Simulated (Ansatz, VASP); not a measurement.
## SbC: equilibrium volume by level of theory

```cif
data_structure
_symmetry_space_group_name_H-M 'Pm-3m'
_symmetry_Int_Tables_number 221
_cell_length_a 3.1147
_cell_length_b 3.1147
_cell_length_c 3.1147
_cell_angle_alpha 90.000
_cell_angle_beta 90.000
_cell_angle_gamma 90.000
_cell_volume 30.22
loop_
_atom_site_label
_atom_site_type_symbol
_atom_site_symmetry_multiplicity
_atom_site_Wyckoff_symbol
_atom_site_fract_x
_atom_site_fract_y
_atom_site_fract_z
_atom_site_occupancy
Sb1 Sb 1 b 0.50000 0.50000 0.50000 1
C1 C 1 a 0.00000 0.00000 0.00000 1
```

The cell comes from a database or a generator and needn't be the stable form of this composition.

```tsv
rung	level	program and potentials	cutoff (eV)	k mesh	smearing	equilibrium volume (Å³/atom)	notes
GGA	PBE	Ansatz, Ansatz PAW	420	9 × 9 × 9	fermi-dirac 0.05	15.02	9.5 valence electrons an atom on average
GGA	PBE	VASP, PBE PAW files C, Sb, 600 eV	600	9 × 9 × 9	gaussian 0.05	14.94	4.5 valence electrons an atom on average
GGA	PBEsol	Ansatz, Ansatz PAW	420	9 × 9 × 9	fermi-dirac 0.05	14.40	potentials made for PBE, which Ansatz adapts in part; 9.5 valence electrons an atom on average
GGA	PBEsol	VASP, PBE PAW files C, Sb, 600 eV	600	9 × 9 × 9	fermi-dirac 0.05	14.36	potentials made for PBE; 4.5 valence electrons an atom on average
GGA + dispersion	PBEsol+D3(BJ)	Ansatz, Ansatz PAW	420	9 × 9 × 9	fermi-dirac 0.05	13.88	potentials made for PBE, which Ansatz adapts in part; 9.5 valence electrons an atom on average
GGA + dispersion	PBEsol+D3(BJ)	VASP, PBE PAW files C, Sb, 600 eV	600	9 × 9 × 9	fermi-dirac 0.05	13.85	potentials made for PBE; 4.5 valence electrons an atom on average
GGA + dispersion	PBEsol+D3(zero damping)	VASP, PBE PAW files C, Sb, 600 eV	600	9 × 9 × 9	fermi-dirac 0.05	14.17	potentials made for PBE; 4.5 valence electrons an atom on average
GGA + dispersion	PBEsol+D4	Ansatz, Ansatz PAW	420	9 × 9 × 9	fermi-dirac 0.05	14.08	potentials made for PBE, which Ansatz adapts in part; 9.5 valence electrons an atom on average
GGA + dispersion	PBEsol+D4	VASP, PBE PAW files C, Sb, 600 eV	600	9 × 9 × 9	fermi-dirac 0.05	14.04	potentials made for PBE; 4.5 valence electrons an atom on average
non-local van der Waals functional	PBEsol+rVV10	VASP, PBE PAW files C, Sb, 600 eV	600	9 × 9 × 9	fermi-dirac 0.05	14.32	potentials made for PBE; 4.5 valence electrons an atom on average
```

Task: relaxation of cell and atoms. All rows: no spin polarisation. Smearing widths are in eV. For a metal such meshes aren't converged. Meshes are those of the run's cell of 2 atoms unless a note names another. Relaxations start from the cell shown or near it and stop with a little pressure left. Runs on faulty files, with rough fits or with known faults for this quantity aren't shown. No row holds spin-orbit coupling.

By rung: GGA 14.36 to 15.02; GGA + dispersion 13.85 to 14.17; non-local van der Waals functional 14.32 (Å³/atom).
